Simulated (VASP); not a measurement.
Consider the following.

```
CELL_PARAMETERS angstrom
      1.60958    -2.78787     0.00000
      1.60958     2.78787     0.00000
      0.00000     0.00000     5.23962
ATOMIC_POSITIONS crystal
  Ga 0.66667 0.33333 0.50004
  Ga 0.33333 0.66667 0.00004
  N  0.66667 0.33333 0.87696
  N  0.33333 0.66667 0.37696
```

The numbers are results of PBE GGA, VASP's PBE PAW potentials (set 64) (plane waves; VASP), not measurements. Run with 600 eV cut-off, 8×8×4 Γ-centred mesh, Gaussian smearing of 0.050 eV, potentials Ga_d N.

Each relaxation starts from this cell; other phases were not tried.

The cell is relaxed at 20 GPa. What happens?

The volume per atom goes from 11.76 to 10.69 Å³ (-9.1 %), and the cell becomes a = b = 3.118 Å, c = 5.079 Å, α = β = 90.00°, γ = 120.00°, space group P6_3mc.

The cell is relaxed at 30 GPa. What happens?

The volume per atom goes from 11.76 to 10.31 Å³ (-12.3 %), and the cell becomes a = b = 3.0800 Å, c = 5.0178 Å, α = β = 90.00°, γ = 120.00°, space group P6_3mc.

Failed runs are left out, and for metals the shear rows, which the mesh's noise covers.

The compound is GaN in the wurtzite structure.
